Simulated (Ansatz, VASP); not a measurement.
**Zn16Si25P6O81 (glassy 57SiO2-36ZnO-7P2O5 (mol %)) in two plane-wave programs**

Aim: how closely do two programs agree when they are given the same cell, functional and k mesh? The cell is taken from a series of runs on this material, whose earlier steps may have relaxed or scaled it; both programs get it as it stands.

Method: plane waves, with VASP 6.6.1 beside it; single point at RPBE, in Ansatz 0.2.0.

## (1) The starting structure

The cell holds 128 atoms: 25 Si, 16 Zn, 6 P and 81 O. Its edges and angles: a = 12.070 Å, b = 12.070 Å, c = 12.070 Å, α = 90.0°, β = 90.0°, γ = 90.0°. As first built, before any earlier steps moved the atoms: 128 atoms (25 Si, 16 Zn, 6 P, 81 O) placed at random at 2.93 g/cm^3, melted at 4000 K for 10 ps at fixed volume with the Morse and Coulomb pair potential with partial charges (Pedone, Malavasi, Menziani, Cormack and Segre, J. Phys. Chem. B 110, 11780 (2006)). Quenched from 4000 K to 300 K at 25 K/ps and fixed volume, held 10 ps at zero pressure.

## (2) VASP: single point, RPBE

With cell and atoms fixed, the geometry can't cause a difference; cores, projectors, grids and the points listed under the comparison can.

Lines of VASP's logs that name or quote its potential files are left out, and so is its time.

INCAR

```
SYSTEM = Zn16Si25P6O81
PREC = Accurate
ENCUT = 520
EDIFF = 1E-05
NELM = 100
ISMEAR = 0
SIGMA = 0.01
LREAL = Auto
ALGO = Fast
GGA = RP
NBANDS = 493
LORBIT = 11
LWAVE = .FALSE.
LCHARG = .FALSE.
ISIF = 2
```

POSCAR

```
Zn16Si25P6O81
1.0
   12.0696800000      0.0000000000      0.0000000000
    0.0000000000     12.0696800000      0.0000000000
    0.0000000000      0.0000000000     12.0696800000
Si Zn P O
25 16 6 81
Direct
    0.9521600000      0.5435700000      0.5129800000
    0.4613200000      0.1974300000      0.4425800000
    0.7948700000      0.8381800000      0.9804600000
    0.9358200000      0.7855000000      0.4357100000
    0.1809800000      0.7789100000      0.4776400000
    0.6395000000      0.2000300000      0.2490300000
    0.5655500000      0.3249600000      0.6415600000
    0.6854400000      0.0949700000      0.7193200000
    0.4860800000      0.9238600000      0.7492900000
    0.1019300000      0.2118600000      0.0823800000
    0.0901400000      0.0915700000      0.7200700000
    0.3185400000      0.0958900000      0.8383100000
    0.5205700000      0.0807200000      0.0841200000
    0.0322700000      0.8814000000      0.8726400000
    0.8799700000      0.4911300000      0.0953300000
    0.4764000000      0.5236700000      0.7855800000
    0.0290200000      0.2968600000      0.8339400000
    0.1478600000      0.5473900000      0.3618200000
    0.1994700000      0.9736600000      0.0413900000
    0.1633300000      0.7300400000      0.7365000000
    0.0820800000      0.1294800000      0.4733600000
    0.1347700000      0.4741000000      0.6817300000
    0.8573200000      0.2299400000      0.1412400000
    0.9190600000      0.8071600000      0.1915000000
    0.7306800000      0.0854200000      0.9580000000
    0.7584800000      0.8761300000      0.5931800000
    0.2289300000      0.9587200000      0.3082000000
    0.3034700000      0.3358600000      0.2499900000
    0.6909700000      0.5511200000      0.2645400000
    0.8266200000      0.1387400000      0.5068700000
[... 92 atom lines left out ...]
    0.8683200000      0.8878200000      0.4861500000
    0.5999000000      0.1328700000      0.9775100000
    0.0915900000      0.0553300000      0.5893900000
    0.5747100000      0.7647300000      0.0502900000
    0.3727100000      0.5202800000      0.8704400000
    0.8294000000      0.5141700000      0.9687300000
```

KPOINTS

```
Automatic mesh
0
Gamma
1 1 1
0 0 0
```

The projector-augmented-wave data sets are Si, Zn, P and O (PBE family, release 64).

Launch:

```bash
$ export OMP_NUM_THREADS=5
$ mpirun -np 1 vasp_gam
```

Numbers of over 12 decimals in the logs are rounded to 6 here.

Output:

```text
[banner, memory and clock lines left out]
running    1 mpi-ranks, on    1 nodes
[...]
Offloading initialized ...    1 GPUs detected
[...]
|                                                                             |
|               ----> ADVICE to this user running VASP <----                  |
|                                                                             |
|     You enforced a specific xc type in the INCAR file but a different       |
|     [... a line on the potential file left out ...]
|     I HOPE YOU KNOW WHAT YOU ARE DOING!                                     |
|                                                                             |

 LDA part: xc-table for (Slater+PW92), standard interpolation
 POSCAR, INCAR and KPOINTS ok, starting setup
[...]
entering main loop
       N       E                     dE             d eps       ncg     rms          rms(c)
DAV:   1     0.134924385760E+05    0.13492E+05   -0.39928E+05   986   0.192E+03
DAV:   2     0.147973149045E+04   -0.12013E+05   -0.11497E+05  1082   0.546E+02
DAV:   3    -0.787896883863E+03   -0.22676E+04   -0.22050E+04  1079   0.246E+02
DAV:   4    -0.962218134324E+03   -0.17432E+03   -0.17256E+03  1156   0.755E+01
[...]
RMM:  15    -0.835506329420E+03   -0.82808E-04   -0.11187E-03  1233   0.474E-02    0.417E-02
RMM:  16    -0.835506329875E+03   -0.45470E-06   -0.30442E-04  1187   0.279E-02    0.182E-02
RMM:  17    -0.835506330957E+03   -0.10826E-05   -0.78424E-05  1024   0.133E-02
   1 F= -.83550633E+03 E0= -.83550633E+03  d E =-.991875E-29
```

OUTCAR, selected parts (step 2):

```text
  Total       29.2068664     19.1451919     17.4202375    -13.6463921      4.7443093      0.8940615
  in kB       26.6138851     17.4454846     15.8736714    -12.4348675      4.3231102      0.8146868
  external PRESSURE =      19.9776804 kB  Pullay stress =       0.0000000 kB

 POSITION                                       TOTAL-FORCE (eV/Angst)
 -----------------------------------------------------------------------------------
     11.49227      6.56072      6.19150        -0.118304      0.043251      0.081742
      5.56798      2.38292      5.34180        -0.129243     -0.389520      0.206572
      9.59383     10.11656     11.83384        -0.127853     -0.226731     -0.054854
[...]
5.43968      7.05388      8.04589         0.071086     -0.127934      0.010986
      7.88114      4.99854      7.05895         0.127061     -0.108977     -0.130930
      6.14443      4.69426      9.04309         0.133615     -0.241868     -0.126546
     11.95804      2.47090      2.04412        -0.000157      0.020592     -0.062809
      6.09519     10.20974     10.41927        -0.027230      0.148239      0.215586
      5.87866     11.49106      0.57886         0.061595      0.090686     -0.033825
      1.44052      4.63150      9.44525        -0.116531     -0.100284      0.054989
      1.63230      7.38737      2.91652        -0.138974     -0.064380     -0.145849
      0.55002     11.92159      9.55605         0.016230      0.072809      0.026143
      7.34150      3.71420      2.03953        -0.045001     -0.040792      0.010481
[...]
-----------------------------------------------------------------------------------
    total drift:                                0.005270     -0.014226      0.023507

  FREE ENERGIE OF THE ION-ELECTRON SYSTEM (eV)
  ---------------------------------------------------
  free  energy   TOTEN  =      -835.5063309575 eV

  energy  without entropy=     -835.5063309575  energy(sigma->0) =     -835.50633096

[... 3 further parts left out ...]
[key lines of the parts left out:]
E-fermi :   1.5571
```

The run ends at a pressure of 2.00 GPa, with forces up to 0.99 eV/Å.

## (3) Ansatz: single point, RPBE

Ansatz runs on its default PAW (the set named soft_2) files.

The same cell, functional and mesh now go to Ansatz, which takes its cutoff from its data sets.

input.yaml

```yaml
crystal:
  lattice:
    - [12.06968, 0.0, 0.0]
    - [0.0, 12.06968, 0.0]
    - [0.0, 0.0, 12.06968]
  atoms:
    - { symbol: Si, position: [0.95216, 0.54357, 0.51298] }
    - { symbol: Si, position: [0.46132, 0.19743, 0.44258] }
    - { symbol: Si, position: [0.79487, 0.83818, 0.98046] }
    - { symbol: Si, position: [0.93582, 0.7855, 0.43571] }
    - { symbol: Si, position: [0.18098, 0.77891, 0.47764] }
    - { symbol: Si, position: [0.6395, 0.20003, 0.24903] }
    - { symbol: Si, position: [0.56555, 0.32496, 0.64156] }
    - { symbol: Si, position: [0.68544, 0.09497, 0.71932] }
    - { symbol: Si, position: [0.48608, 0.92386, 0.74929] }
    - { symbol: Si, position: [0.10193, 0.21186, 0.08238] }
    - { symbol: Si, position: [0.09014, 0.09157, 0.72007] }
    - { symbol: Si, position: [0.31854, 0.09589, 0.83831] }
    - { symbol: Si, position: [0.52057, 0.08072, 0.08412] }
    - { symbol: Si, position: [0.03227, 0.8814, 0.87264] }
    - { symbol: Si, position: [0.87997, 0.49113, 0.09533] }
    - { symbol: Si, position: [0.4764, 0.52367, 0.78558] }
    - { symbol: Si, position: [0.02902, 0.29686, 0.83394] }
    - { symbol: Si, position: [0.14786, 0.54739, 0.36182] }
    - { symbol: Si, position: [0.19947, 0.97366, 0.04139] }
    - { symbol: Si, position: [0.16333, 0.73004, 0.7365] }
    - { symbol: Si, position: [0.08208, 0.12948, 0.47336] }
    - { symbol: Si, position: [0.13477, 0.4741, 0.68173] }
    - { symbol: Si, position: [0.85732, 0.22994, 0.14124] }
    - { symbol: Si, position: [0.91906, 0.80716, 0.1915] }
    - { symbol: Si, position: [0.73068, 0.08542, 0.958] }
    - { symbol: Zn, position: [0.75848, 0.87613, 0.59318] }
    - { symbol: Zn, position: [0.22893, 0.95872, 0.3082] }
    - { symbol: Zn, position: [0.30347, 0.33586, 0.24999] }
    - { symbol: Zn, position: [0.69097, 0.55112, 0.26454] }
    - { symbol: Zn, position: [0.82662, 0.13874, 0.50687] }
[... 92 atom lines left out ...]
    - { symbol: O, position: [0.86832, 0.88782, 0.48615] }
    - { symbol: O, position: [0.5999, 0.13287, 0.97751] }
    - { symbol: O, position: [0.09159, 0.05533, 0.58939] }
    - { symbol: O, position: [0.57471, 0.76473, 0.05029] }
    - { symbol: O, position: [0.37271, 0.52028, 0.87044] }
    - { symbol: O, position: [0.8294, 0.51417, 0.96873] }
kpoints:
  mp_grid: { grid: [1, 1, 1] }
hamiltonian:
  xc: rpbe
scf:
  occupations: { method: fixed }
output:
  forces: true
  stress: true
  populations: true
  dos:
    method: { smearing: { sigma: 0.08 } }
    de: 0.1
    projected: { site_lists: { O: [O], P: [P], Si: [Si], Zn: [Zn] } }
  eigenvalues: true
```

Launch:

```bash
$ ansatz run input.yaml --threads 4 --pin off --max-ram 8192MiB --backend cpu --events-out ev --progress --plain --runs-dir out
```

Output:

```text
Engine: ansatz 0.2.0, x86_64-unknown-linux-gnu
Pseudopotentials: kind: paw
Pseudopotential: Si, paw, valence charge 4, recommended cutoff 420 eV (normal), Si.paw.azcp
Pseudopotential: Zn, paw, valence charge 12, recommended cutoff 420 eV (normal), Zn.paw.azcp
Pseudopotential: P, paw, valence charge 5, recommended cutoff 420 eV (normal), P.paw.azcp
Pseudopotential: O, paw, valence charge 6, recommended cutoff 420 eV (normal), O.paw.azcp
Functional definition: RPBE
  parameter kappa = 0.804
  parameter beta = 0.066725
  exchange = rpbe_x(kappa = kappa, mu = beta*pi^2/3)
  correlation = pbe_c(beta = beta)
Crystal: 128 atoms, lattice volume = 1758.277 Å³
Basis set: ecut = 420 eV, 34457 PW (Γ), exchange–correlation on 162×162×162 points (8 copies of the dense FFT grid, shifted against one another)
Bands: 532, of which v1, the nominal top of the filled ones, is band 404 counted from 1 (403 counted from 0)
Symmetry: 1 space group operations
Space group: P1 (ITA 1), of the structure as read, at distance tolerance 1.2e-4 Å
k-points: 1
Non-local potential: Si, projectors of the file, l = 0: 2, l = 1: 2, l = 2: 2
Non-local potential: Zn, projectors of the file, l = 0: 2, l = 1: 2, l = 2: 3, l = 3: 1
Non-local potential: P, projectors of the file, l = 0: 2, l = 1: 2, l = 2: 2
Non-local potential: O, projectors of the file, l = 0: 2, l = 1: 2, l = 2: 1
PAW form: soft (Blöchl's): semilocal exchange-correlation on the pseudo side does not see the compensation charge
PAW frozen core: Si, regenerated for the run's functional, and the local potential with it (the file was generated under x = pbe(κ = 0.804, μ = 0.219515), c = pbe(β = 0.066725))
PAW frozen core: Zn, regenerated for the run's functional, and the local potential with it (the file was generated under x = pbe(κ = 0.804, μ = 0.219515), c = pbe(β = 0.066725))
PAW frozen core: P, regenerated for the run's functional, and the local potential with it (the file was generated under x = pbe(κ = 0.804, μ = 0.219515), c = pbe(β = 0.066725))
PAW frozen core: O, regenerated for the run's functional, and the local potential with it (the file was generated under x = pbe(κ = 0.804, μ = 0.219515), c = pbe(β = 0.066725))
PAW one-centre angular grid: Si, 110 points (default); XC on 64 Gauss nodes
PAW one-centre angular grid: Zn, 590 points (default); XC on 64 Gauss nodes
PAW one-centre angular grid: P, 110 points (default); XC on 64 Gauss nodes
PAW one-centre angular grid: O, 110 points (default); XC on 64 Gauss nodes
Initial density: superposition of atomic densities (neutral atoms: chi_scale 0, normalization atom), corrected by the library's trained network
Initial wavefunctions: pseudopotential atomic-orbital guess
Functional: x = rpbe, c = pbe(β = 0.066725)
SCF iter   1: F=—  HF=-119911.406431 eV  |F-HF|=—  |Δ(HF+E_count)|=         —  Δρ=4.92e-3  dr2=3.93e-1  ethr=1.77e-3  ⟨swp⟩=5.0  Hψ=2082  notcnv=0  defer=124
preconditioner: auto → Resta (q_TF=auto, 2.397 Å⁻¹)  ε∞=3.7  [insulator: Δε(μ)=3.022 eV  Ē_g=15.244 eV  n_scr=436 (ndim 8)  ℏωp=25.2 eV  f_vac=0.173  ε∞_Penn≈3.7]
SCF iter   2: F=—  HF=-119911.331356 eV  |F-HF|=—  |Δ(HF+E_count)|=   7.51e-2  Δρ=2.10e-3  dr2=6.52e-2  ethr=4.87e-5  ⟨swp⟩=3.0  Hψ=952  notcnv=0  defer=126
SCF iter   3: F=—  HF=-119911.328898 eV  |F-HF|=—  |Δ(HF+E_count)|=   2.46e-3  Δρ=1.26e-3  dr2=2.67e-2  ethr=8.06e-6  ⟨swp⟩=3.0  Hψ=749  notcnv=0  defer=126
SCF iter   4: F=—  HF=-119911.328827 eV  |F-HF|=—  |Δ(HF+E_count)|=   7.16e-5  Δρ=5.01e-4  dr2=3.89e-3  ethr=3.30e-6  ⟨swp⟩=3.0  Hψ=764  notcnv=0  defer=126
SCF iter   5: F=—  HF=-119911.328133 eV  |F-HF|=—  |Δ(HF+E_count)|=   6.94e-4  Δρ=1.71e-4  dr2=6.03e-4  ethr=4.82e-7  ⟨swp⟩=3.0  Hψ=772  notcnv=0  defer=126
SCF iter   6: F=—  HF=-119911.328589 eV  |F-HF|=—  |Δ(HF+E_count)|=   4.57e-4  Δρ=1.21e-4  dr2=2.04e-4  ethr=7.46e-8  ⟨swp⟩=4.0  Hψ=1156  notcnv=0  defer=126
SCF iter   7: F=—  HF=-119911.328547 eV  |F-HF|=—  |Δ(HF+E_count)|=   4.27e-5  Δρ=2.50e-5  dr2=1.14e-5  ethr=2.53e-8  ⟨swp⟩=2.0  Hψ=739  notcnv=0  defer=126
SCF iter   8: F=—  HF=-119911.331724 eV  |F-HF|=—  |Δ(HF+E_count)|=   3.18e-3  Δρ=1.57e-5  dr2=3.62e-6  ethr=1.41e-9  ⟨swp⟩=3.0  Hψ=963  notcnv=0  defer=126
SCF iter   9: F=—  HF=-119911.331725 eV  |F-HF|=—  |Δ(HF+E_count)|=   1.14e-6  Δρ=6.93e-6  dr2=7.59e-7  ethr=4.48e-10  ⟨swp⟩=3.0  Hψ=775  notcnv=0  defer=126
SCF iter  10: F=-119911.331725 eV  HF=-119911.331725 eV  |F-HF|=1.90e-8  |Δ(HF+E_count)|=   2.77e-7  Δρ=2.05e-6  dr2=7.57e-8  ethr=1.24e-11  ⟨swp⟩=18.0  Hψ=3944  notcnv=0
SCF 1 converged in 10 iterations: F = -119911.331725 eV  dr2 = 7.57e-8
  greatest PAW one-centre occupation: 0.993 electrons in one spin orbital (limit 2), on the Zn atom at site 37 (counted from 0), in its partial waves of l = 2
SCF converged after 10 iterations
Free energy (F): -119911.331725 eV
[...]
atom 122  O     -0.07876048    -0.02454147    -0.05070165
  atom 123  O      0.16794069    -0.05246171    -0.13423912
  atom 124  O      0.04037287     0.00001050     0.00156407
  atom 125  O     -0.03595272    -0.08280809     0.12452266
  atom 126  O      0.01006525     0.10761152    -0.01515625
  atom 127  O      0.14344623    -0.08676117    -0.14931292
  atom 128  O      0.07238250    -0.05951020     0.07076087
  max |Σ_I F_I| component: 5.01e-5 eV/Å
--- Stress (GPa, compression-positive) ---
        2.852260      -1.229657       0.130565
       -1.229659       1.897000       0.411406
        0.130566       0.411407       1.728903
  P = ⅓ Tr σ = 2.1594 GPa (21.594 kbar)
--- Band table (eV) ---
  k-point 0: bands = [... 400 lower, 3.6388, 3.6529, 3.7216, 3.8105, 6.6937, 7.6411, 7.6841, 7.8620, ... 124 higher]
--- Löwdin populations: 128 sites ---
  site symbol       q [e]
     0     Si      2.1972
     1     Si      2.2883
     2     Si      2.2415
     3     Si      2.2707
     4     Si      2.2758
     5     Si      2.2252
     6     Si      2.2297
     7     Si      2.2579
     8     Si      2.2356
     9     Si      2.2634
    10     Si      2.2062
    11     Si      2.2612
    12     Si      2.2793
    13     Si      2.2014
    14     Si      2.2587
    15     Si      2.3464
    16     Si      2.1886
    17     Si      2.2581
    18     Si      2.2352
    19     Si      2.2942
    20     Si      2.3329
    21     Si      2.2315
    22     Si      2.2211
    23     Si      2.2390
[...]
120      O      6.8007
   121      O      6.8237
   122      O      6.9803
   123      O      6.8429
   124      O      6.7939
   125      O      6.8725
   126      O      6.9683
   127      O      6.7885
  spilling = 0.012271 (of n_electrons = 808.000000)
```

## (4) Side by side

Known differences besides the PAW data sets themselves: fixed occupations in Ansatz, narrow Gaussian smearing in VASP; the cutoff is 420 eV in Ansatz and 520 eV in VASP (PREC = Accurate, projectors in real space); Ansatz makes its cores anew for this functional, VASP keeps those of its PBE data sets; VASP leaves aspherical gradient terms in its spheres out (LASPH is not set), Ansatz keeps them. Total energies have different zeros and are not compared.

Compared:

```csv
quantity,Ansatz,VASP,difference
pressure (GPa),2.16,2.00,+0.16
gap on the k mesh (eV),2.883,2.849,+0.035
```

Forces on 10 of the 128 atoms, picked by the larger force of the two programs (eV/Å; atoms numbered as in POSCAR):

| atom | Ansatz x, y, z | VASP x, y, z |
| --- | --- | --- |
| Si2 | -0.153, -0.420, 0.190 | -0.129, -0.390, 0.207 |
| Si9 | -0.035, -0.378, -0.282 | -0.014, -0.396, -0.261 |
| Si16 | -0.552, 0.413, 0.531 | -0.532, 0.376, 0.512 |
| Si20 | 0.671, 0.139, 0.372 | 0.635, 0.115, 0.334 |
| Zn29 | -0.301, 0.317, 0.150 | -0.338, 0.288, 0.155 |
| P42 | -0.144, 0.311, -0.314 | -0.082, 0.254, -0.313 |
| P46 | 0.776, 0.588, -0.016 | 0.814, 0.563, -0.042 |
| O60 | 0.116, -0.284, 0.168 | 0.146, -0.412, 0.275 |
| O93 | 0.036, 0.367, -0.064 | 0.050, 0.473, -0.069 |
| O106 | -0.360, -0.098, -0.272 | -0.184, -0.113, -0.083 |

The forces differ by 56 meV/Å r.m.s., which is 37.5 % of the r.m.s. force of 0.15 eV/Å (both taken over all components).

## (5) Summary of results

```
r.m.s. force difference (single point, RPBE) : 56 meV/Å
```

What this shows: The r.m.s. force difference is 56 meV/Å (single point, RPBE), beyond the 12 meV/Å picked in this series as the mark of a large difference. No further run was made for the single point, RPBE pair, so its cause stays open. How closely two codes agree says nothing of how well the functional describes the real material.

[Lines on the potential files, build, host, timing and source positions are cut from VASP's logs without a mark.]

[Logs are printed without paths, hosts, clocks, repeated set-up lines and the standing remarks that a program may print on its own settings, such as how far it seeks lower states.]

[Hosts, paths, dates, database ids (printed as entryN), source tags and the programs' standing remarks are cut or masked in the printed files.]
